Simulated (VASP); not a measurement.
# BP: quasiparticle gap under strain, part 3 of 4

Wanted: the deformation potential of the gap of BP, from G0W0. The cell is of the zinc-blende type, one of the forms listed for this formula, which need not be the common one. The start is a cell from a database of measured crystal structures.

VASP 6.6.1, plane waves and PAW; the level of theory is named at each step.

So far, quasiparticle gap on the mesh (eV): step 4 (G0W0) 1.99. Also gap on the k-mesh (eV): step 3 (empty bands) 1.33; step 5 (ground state of a strained cell, scale 0.94) 1.21.

### Step 7. G0W0, scale 0.94

This step: G0W0 on PBE; plane waves and PAW (P_GW, B_GW) (VASP 6.6.1).

G0W0 on the strained cell, with unchanged settings.

INCAR reads:

```
SYSTEM = BP
PREC = Accurate
ENCUT = 340
ISMEAR = 0
SIGMA = 0.01
LREAL = .FALSE.
GGA = PE
NBANDS = 104
ALGO = EVGW0
NELMGW = 1
ENCUTGW = 150
NOMEGA = 48
PRECFOCK = Fast
NBANDSGW = 16
LWAVE = .FALSE.
LCHARG = .FALSE.
```

POSCAR reads:

```
BP
1.0
    0.0000000000      2.2226808807      2.2226808807
    2.2226808807      0.0000000000      2.2226808807
    2.2226808807      2.2226808807      0.0000000000
P B
1 1
Direct
    0.7500000000      0.7500000000      0.7500000000
    0.0000000000      0.0000000000      0.0000000000
```

KPOINTS reads:

```
Automatic mesh
0
Gamma
6 6 6
0 0 0
```

PAW data sets: P_GW and B_GW (PBE family, release 64).

Launch:

```
> mpirun -np 8 vasp_std
```

Output:

```text
[banner, memory and clock lines left out]
running    8 mpi-ranks, on    1 nodes
[...]
[... a notice as in an earlier step ...]

 [... a notice as in an earlier step ...]

 LDA part: xc-table for (Slater+PW92), standard interpolation
 found WAVECAR, reading the header
 POSCAR, INCAR and KPOINTS ok, starting setup
[...]
reading WAVECAR
 the WAVECAR file was read successfully
 initial charge from wavefunction
 available memory per node:     66.21 GB, setting MAXMEM to     67802

 The Fermi energy was updated, please check that it is located mid-gap
 values below the HOMO (VB) or above the LUMO (CB) will cause erroneous energies
 E-fermi :   8.4701

 calculate exact exchange contribution
 the WAVEDER file was read successfully
energies w=
    0.000    0.000    0.511    0.000    1.020    0.000    1.525    0.000
    2.024    0.000    2.516    0.000    3.000    0.000    3.474    0.000
    3.940    0.000    4.397    0.000    4.846    0.000    5.288    0.000
[...]
total number of BLAS operations        396.88 Gflops
NQ=  12   -0.3333    0.3333    0.0000,
|.........|.........|.........|.........|.........|.........|.........|.........
 performed       6622000 updates of chi_q(r,r)
 total number of BLAS operations        438.75 Gflops
NQ=  13    0.5000    0.5000    0.0000,
|.........|.........|.........|.........|.........|.........|.........|.........
 performed       6947000 updates of chi_q(r,r)
 total number of BLAS operations        460.82 Gflops
NQ=  14    0.5000    0.3333    0.1667,
|.........|.........|.........|.........|.........|.........|.........|.........
 performed       7785000 updates of chi_q(r,r)
 total number of BLAS operations        516.36 Gflops
NQ=  15   -0.3333    0.3333    0.1667,
|.........|.........|.........|.........|.........|.........|.........|.........
 performed       8570000 updates of chi_q(r,r)
 total number of BLAS operations        571.86 Gflops
NQ=  16   -0.3333    0.5000    0.1667,
|.........|.........|.........|.........|.........|.........|.........|.........
 performed       9205000 updates of chi_q(r,r)
 total number of BLAS operations        614.89 Gflops
 resolving degeneracies of screened two electron integrals

 calculate QP shifts <psi_nk| G(iteration)W_0 |psi_nk>: iteration 1
 entering main loop
```

Wall time 39 s (8 MPI ranks of Intel Xeon Platinum 8259CL at 2.50GHz (Skylake/Cascade Lake), shared host); peak memory 1.3 GiB.

Parts of OUTCAR (step 7):

```text
 QP shifts <psi_nk| G(iteration)W_0 |psi_nk>: iteration 1
 for sc-GW calculations column KS-energies equals QP-energies in previous step
 and V_xc(KS)=  KS-energies - (<T + V_ion + V_H > + <T+V_H+V_ion>^1  + <V_x>^1)
 k-point   1 :       0.0000    0.0000    0.0000
  band No.  KS-energies  QP-energies   sigma(KS)   V_xc(KS)     V^pw_x(r,r')   Z            occupation Imag(sigma)
      1      -8.1589      -8.9989     -13.4003     -12.2064     -20.7853       0.7035       2.0000       1.4708
      2       7.8674       7.3506     -14.1453     -13.4904     -15.1369       0.7890       2.0000       0.0814
      3       7.8674       7.3506     -14.1453     -13.4904     -15.1369       0.7890       2.0000       0.0814
      4       7.8674       7.3506     -14.1453     -13.4904     -15.1369       0.7890       2.0000       0.0814
      5      11.3690      11.7463     -11.7824     -12.2619      -7.2881       0.7870       0.0000      -0.0606
      6      11.3690      11.7463     -11.7824     -12.2619      -7.2881       0.7870       0.0000      -0.0606
      7      11.3690      11.7463     -11.7824     -12.2619      -7.2881       0.7870       0.0000      -0.0606
      8      16.2033      16.5697     -12.3356     -12.8220      -6.0548       0.7534       0.0000      -0.1841
    ...

[... 2 parts as in an earlier step ...]

[... 1 further part left out ...]
[key lines of the parts left out:]
E-fermi :   8.4701
```

The gap is now 1.851 eV, -137 meV against the unstrained cell.

### Step 8. Ground state of a strained cell, scale 0.97

This step: PBE; plane waves and PAW (P_GW, B_GW) (VASP 6.6.1).

The volume is scaled by 0.97, at the same cutoff, mesh and band count, and the chain is run again.

INCAR reads:

```
SYSTEM = BP
PREC = Accurate
ENCUT = 340
EDIFF = 1E-08
NELM = 100
ISMEAR = 0
SIGMA = 0.01
LREAL = .FALSE.
ALGO = Normal
GGA = PE
NBANDS = 10
LORBIT = 11
LWAVE = .TRUE.
LCHARG = .FALSE.
KPAR = 8
```

POSCAR reads:

```
BP
1.0
    0.0000000000      2.2460792410      2.2460792410
    2.2460792410      0.0000000000      2.2460792410
    2.2460792410      2.2460792410      0.0000000000
P B
1 1
Direct
    0.7500000000      0.7500000000      0.7500000000
    0.0000000000      0.0000000000      0.0000000000
```

KPOINTS is that of step 7.

Launch:

```
> mpirun -np 8 vasp_std
```

Output:

```text
[... set-up lines as in an earlier step ...]
 entering main loop
       N       E                     dE             d eps       ncg     rms          rms(c)
DAV:   1     0.965221633283E+01    0.96522E+01   -0.34978E+03   320   0.611E+02
DAV:   2    -0.131813797895E+02   -0.22834E+02   -0.21452E+02   534   0.132E+02
DAV:   3    -0.136703503090E+02   -0.48897E+00   -0.48830E+00   420   0.162E+01
DAV:   4    -0.136752050782E+02   -0.48548E-02   -0.48541E-02   490   0.187E+00
[...]
DAV:  12    -0.128691582928E+02   -0.96618E-06   -0.18247E-06   388   0.111E-02    0.725E-04
DAV:  13    -0.128691581457E+02    0.14713E-06   -0.78255E-08   446   0.182E-03    0.249E-04
DAV:  14    -0.128691581440E+02    0.16711E-08   -0.63503E-09   300   0.573E-04
   1 F= -.12869158E+02 E0= -.12869158E+02  d E =-.154882E-15
 writing wavefunctions
```

Run time: 2.2 s. Hardware: 8 MPI ranks; peak memory 0.89 GiB; 10 s of CPU time.

Parts of OUTCAR (step 8):

```text
  Total        0.8462386      0.8462386      0.8462386      0.0000000      0.0000000     -0.0000000
  in kB       59.8271313     59.8271313     59.8271313      0.0000000      0.0000000     -0.0000000
  external PRESSURE =      59.8271313 kB  Pullay stress =       0.0000000 kB

 POSITION                                       TOTAL-FORCE (eV/Angst)
 -----------------------------------------------------------------------------------
      3.36912      3.36912      3.36912         0.000000      0.000000      0.000000
      0.00000      0.00000      0.00000        -0.000000     -0.000000     -0.000000
 -----------------------------------------------------------------------------------
    total drift:                                0.000000      0.000000      0.000000

  FREE ENERGIE OF THE ION-ELECTRON SYSTEM (eV)
  ---------------------------------------------------
  free  energy   TOTEN  =       -12.8691581440 eV

  energy  without entropy=      -12.8691581440  energy(sigma->0) =      -12.86915814

[... 1 part as in an earlier step ...]

[... 2 further parts left out ...]
[key lines of the parts left out:]
E-fermi :   7.5460
```

The run ends at a pressure of 5.98 GPa.

### Step 9. Empty bands, scale 0.97

The empty bands are made again, for the run that follows.

INCAR reads:

```
SYSTEM = BP
PREC = Accurate
ENCUT = 340
ISMEAR = 0
SIGMA = 0.01
LREAL = .FALSE.
GGA = PE
NBANDS = 104
ALGO = Exact
NELM = 1
LWAVE = .TRUE.
LCHARG = .FALSE.
LOPTICS = .TRUE.
NEDOS = 1000
CSHIFT = 0.1
```

POSCAR is that of step 8.

KPOINTS is that of step 8.

Launch:

```
> mpirun -np 8 vasp_std
```

Output:

```text
[... set-up lines as in an earlier step ...]
 entering main loop
       N       E                     dE             d eps       ncg     rms          rms(c)
DIA:   1    -0.128691581312E+02   -0.12869E+02    0.00000E+00     0   0.000E+00
   1 F= -.12869158E+02 E0= -.12869158E+02  d E =-.976484-105
 writing wavefunctions
 optical routines
 imaginary and real dielectric function
 recalculating local potential from charge density
 direction            1
 direction            2
 direction            3
```

It took 2.2 s on 8 MPI ranks; peak memory 0.86 GiB; 11 s of CPU time.

OUTCAR, selected parts (step 9):

```text
  Total        0.8463060      0.8463060      0.8463060      0.0000000      0.0000000      0.0000000
  in kB       59.8319007     59.8319007     59.8319007      0.0000000      0.0000000      0.0000000
  external PRESSURE =      59.8319007 kB  Pullay stress =       0.0000000 kB

 POSITION                                       TOTAL-FORCE (eV/Angst)
 -----------------------------------------------------------------------------------
      3.36912      3.36912      3.36912        -0.000000      0.000000     -0.000000
      0.00000      0.00000      0.00000         0.000000     -0.000000      0.000000
 -----------------------------------------------------------------------------------
    total drift:                                0.000000      0.000000      0.000000

  FREE ENERGIE OF THE ION-ELECTRON SYSTEM (eV)
  ---------------------------------------------------
  free  energy   TOTEN  =       -12.8691581312 eV

  energy  without entropy=      -12.8691581312  energy(sigma->0) =      -12.86915813

[... 2 parts as in an earlier step ...]

[... 1 further part left out ...]
[key lines of the parts left out:]
E-fermi :   7.6466
```

### Step 10. G0W0, scale 0.97

This step: G0W0 on PBE; plane waves and PAW (P_GW, B_GW) (VASP 6.6.1).

INCAR reads:

```
SYSTEM = BP
PREC = Accurate
ENCUT = 340
ISMEAR = 0
SIGMA = 0.01
LREAL = .FALSE.
GGA = PE
NBANDS = 104
ALGO = EVGW0
NELMGW = 1
ENCUTGW = 150
NOMEGA = 48
PRECFOCK = Fast
NBANDSGW = 16
LWAVE = .FALSE.
LCHARG = .FALSE.
```

POSCAR is that of step 9.

KPOINTS is that of step 9.

Launch:

```
> mpirun -np 8 vasp_std
```

Output:

```text
[banner, memory and clock lines left out]
running    8 mpi-ranks, on    1 nodes
[...]
[... a notice as in an earlier step ...]

 [... a notice as in an earlier step ...]

 LDA part: xc-table for (Slater+PW92), standard interpolation
 found WAVECAR, reading the header
 POSCAR, INCAR and KPOINTS ok, starting setup
[...]
reading WAVECAR
 the WAVECAR file was read successfully
 initial charge from wavefunction
 available memory per node:     66.68 GB, setting MAXMEM to     68275

 The Fermi energy was updated, please check that it is located mid-gap
 values below the HOMO (VB) or above the LUMO (CB) will cause erroneous energies
 E-fermi :   8.1294

 calculate exact exchange contribution
 the WAVEDER file was read successfully
energies w=
    0.000    0.000    0.550    0.000    1.098    0.000    1.641    0.000
    2.178    0.000    2.708    0.000    3.228    0.000    3.739    0.000
    4.240    0.000    4.732    0.000    5.216    0.000    5.691    0.000
[...]
total number of BLAS operations        426.61 Gflops
NQ=  12   -0.3333    0.3333    0.0000,
|.........|.........|.........|.........|.........|.........|.........|.........
 performed       6622000 updates of chi_q(r,r)
 total number of BLAS operations        478.19 Gflops
NQ=  13    0.5000    0.5000    0.0000,
|.........|.........|.........|.........|.........|.........|.........|.........
 performed       6947000 updates of chi_q(r,r)
 total number of BLAS operations        500.26 Gflops
NQ=  14    0.5000    0.3333    0.1667,
|.........|.........|.........|.........|.........|.........|.........|.........
 performed       7785000 updates of chi_q(r,r)
 total number of BLAS operations        555.80 Gflops
NQ=  15   -0.3333    0.3333    0.1667,
|.........|.........|.........|.........|.........|.........|.........|.........
 performed       8570000 updates of chi_q(r,r)
 total number of BLAS operations        611.30 Gflops
NQ=  16   -0.3333    0.5000    0.1667,
|.........|.........|.........|.........|.........|.........|.........|.........
 performed       9205000 updates of chi_q(r,r)
 total number of BLAS operations        666.28 Gflops
 resolving degeneracies of screened two electron integrals

 calculate QP shifts <psi_nk| G(iteration)W_0 |psi_nk>: iteration 1
 entering main loop
```

It took 39 s on 8 MPI ranks; peak memory 1.4 GiB; 4.1 min of CPU time.

Parts of OUTCAR (step 10):

```text
 QP shifts <psi_nk| G(iteration)W_0 |psi_nk>: iteration 1
 for sc-GW calculations column KS-energies equals QP-energies in previous step
 and V_xc(KS)=  KS-energies - (<T + V_ion + V_H > + <T+V_H+V_ion>^1  + <V_x>^1)
 k-point   1 :       0.0000    0.0000    0.0000
  band No.  KS-energies  QP-energies   sigma(KS)   V_xc(KS)     V^pw_x(r,r')   Z            occupation Imag(sigma)
      1      -8.2440      -9.0656     -13.3056     -12.1307     -20.6305       0.6993       2.0000       1.4389
      2       7.4941       6.9725     -14.0580     -13.3954     -15.0323       0.7873       2.0000       0.0766
      3       7.4941       6.9725     -14.0580     -13.3954     -15.0323       0.7873       2.0000       0.0766
      4       7.4941       6.9725     -14.0580     -13.3954     -15.0323       0.7873       2.0000       0.0766
      5      10.9426      11.3209     -11.6859     -12.1675      -7.2109       0.7853       0.0000      -0.0624
      6      10.9426      11.3209     -11.6859     -12.1675      -7.2109       0.7853       0.0000      -0.0624
      7      10.9426      11.3209     -11.6859     -12.1675      -7.2109       0.7853       0.0000      -0.0624
      8      15.3368      15.7071     -12.3024     -12.7944      -6.1424       0.7526       0.0000      -0.1710
    ...

[... 2 parts as in an earlier step ...]

[... 1 further part left out ...]
[key lines of the parts left out:]
E-fermi :   8.1294
```

The gap is now 1.922 eV, -66 meV against the unstrained cell.

### Step 11. Ground state of a strained cell, scale 1.03

This step: PBE; plane waves and PAW (P_GW, B_GW) (VASP 6.6.1).

The volume is scaled by 1.03, at the same cutoff, mesh and band count, and the chain is run again.

INCAR reads:

```
SYSTEM = BP
PREC = Accurate
ENCUT = 340
EDIFF = 1E-08
NELM = 100
ISMEAR = 0
SIGMA = 0.01
LREAL = .FALSE.
ALGO = Normal
GGA = PE
NBANDS = 10
LORBIT = 11
LWAVE = .TRUE.
LCHARG = .FALSE.
KPAR = 8
```

POSCAR reads:

```
BP
1.0
    0.0000000000      2.2914668077      2.2914668077
    2.2914668077      0.0000000000      2.2914668077
    2.2914668077      2.2914668077      0.0000000000
P B
1 1
Direct
    0.7500000000      0.7500000000      0.7500000000
    0.0000000000      0.0000000000      0.0000000000
```

KPOINTS is that of step 10.

Launch:

```
> mpirun -np 8 vasp_std
```

Output:

```text
[... set-up lines as in an earlier step ...]
 entering main loop
       N       E                     dE             d eps       ncg     rms          rms(c)
DAV:   1     0.747278124334E+01    0.74728E+01   -0.35941E+03   320   0.602E+02
DAV:   2    -0.131087299465E+02   -0.20582E+02   -0.19987E+02   544   0.124E+02
DAV:   3    -0.135507179581E+02   -0.44199E+00   -0.44126E+00   422   0.151E+01
DAV:   4    -0.135548313280E+02   -0.41134E-02   -0.41124E-02   496   0.189E+00
[...]
DAV:  12    -0.128830005312E+02   -0.10630E-05   -0.17112E-06   396   0.111E-02    0.670E-04
DAV:  13    -0.128830004144E+02    0.11677E-06   -0.54872E-08   476   0.157E-03    0.286E-04
DAV:  14    -0.128830004158E+02   -0.13803E-08   -0.91569E-09   338   0.631E-04
   1 F= -.12883000E+02 E0= -.12883000E+02  d E =-.525453E-66
 writing wavefunctions
```

It took 1.8 s on 8 MPI ranks; peak memory 0.93 GiB; 8.6 s of CPU time.

From OUTCAR (step 11):

```text
  Total       -0.5958037     -0.5958037     -0.5958037      0.0000000      0.0000000     -0.0000000
  in kB      -39.6682498    -39.6682498    -39.6682498      0.0000000      0.0000000     -0.0000000
  external PRESSURE =     -39.6682498 kB  Pullay stress =       0.0000000 kB

 POSITION                                       TOTAL-FORCE (eV/Angst)
 -----------------------------------------------------------------------------------
      3.43720      3.43720      3.43720         0.000000     -0.000000     -0.000000
      0.00000      0.00000      0.00000        -0.000000      0.000000      0.000000
 -----------------------------------------------------------------------------------
    total drift:                                0.000000      0.000000      0.000000

  FREE ENERGIE OF THE ION-ELECTRON SYSTEM (eV)
  ---------------------------------------------------
  free  energy   TOTEN  =       -12.8830004158 eV

  energy  without entropy=      -12.8830004158  energy(sigma->0) =      -12.88300042

[... 1 part as in an earlier step ...]

[... 2 further parts left out ...]
[key lines of the parts left out:]
E-fermi :   6.9219
```

The run ends at a pressure of -3.97 GPa.

### Step 12. Empty bands, scale 1.03

The empty bands are made again, for the run that follows.

INCAR reads:

```
SYSTEM = BP
PREC = Accurate
ENCUT = 340
ISMEAR = 0
SIGMA = 0.01
LREAL = .FALSE.
GGA = PE
NBANDS = 104
ALGO = Exact
NELM = 1
LWAVE = .TRUE.
LCHARG = .FALSE.
LOPTICS = .TRUE.
NEDOS = 1000
CSHIFT = 0.1
```

POSCAR is that of step 11.

KPOINTS is that of step 11.

Launch:

```
> mpirun -np 8 vasp_std
```

Output:

```text
[... set-up lines as in an earlier step ...]
 entering main loop
       N       E                     dE             d eps       ncg     rms          rms(c)
DIA:   1    -0.128830004050E+02   -0.12883E+02    0.00000E+00     0   0.000E+00
   1 F= -.12883000E+02 E0= -.12883000E+02  d E =-.112019E-39
 writing wavefunctions
 optical routines
 imaginary and real dielectric function
 recalculating local potential from charge density
 direction            1
 direction            2
 direction            3
```

The job ended after 2.2 s (8 MPI ranks; peak memory 0.86 GiB).

Parts of OUTCAR (step 12):

```text
  Total       -0.5957648     -0.5957648     -0.5957648      0.0000000      0.0000000      0.0000000
  in kB      -39.6656619    -39.6656619    -39.6656619      0.0000000      0.0000000      0.0000000
  external PRESSURE =     -39.6656619 kB  Pullay stress =       0.0000000 kB

 POSITION                                       TOTAL-FORCE (eV/Angst)
 -----------------------------------------------------------------------------------
      3.43720      3.43720      3.43720        -0.000000      0.000000      0.000000
      0.00000      0.00000      0.00000         0.000000     -0.000000     -0.000000
 -----------------------------------------------------------------------------------
    total drift:                                0.000000      0.000000      0.000000

  FREE ENERGIE OF THE ION-ELECTRON SYSTEM (eV)
  ---------------------------------------------------
  free  energy   TOTEN  =       -12.8830004050 eV

  energy  without entropy=      -12.8830004050  energy(sigma->0) =      -12.88300040

[... 2 parts as in an earlier step ...]

[... 1 further part left out ...]
[key lines of the parts left out:]
E-fermi :   6.8931
```

(Part 3 of 4 ends here.)

[Lines on the potential files, build, host, timing and source positions are cut from VASP's logs without a mark.]

[Logs are printed without paths, hosts, clocks, repeated set-up lines and the standing remarks that a program may print on its own settings, such as how far it seeks lower states.]

[Hosts, paths, dates, database ids (printed as entryN), source tags and the programs' standing remarks are cut or masked in the printed files.]

[Pressures printed for these runs are not shown converged in the cutoff: they can be off by several GPa and have the wrong sign.]

[In band tables of VASP the shares of atoms and orbitals are scaled to a sum of 1 inside the atoms' spheres.]
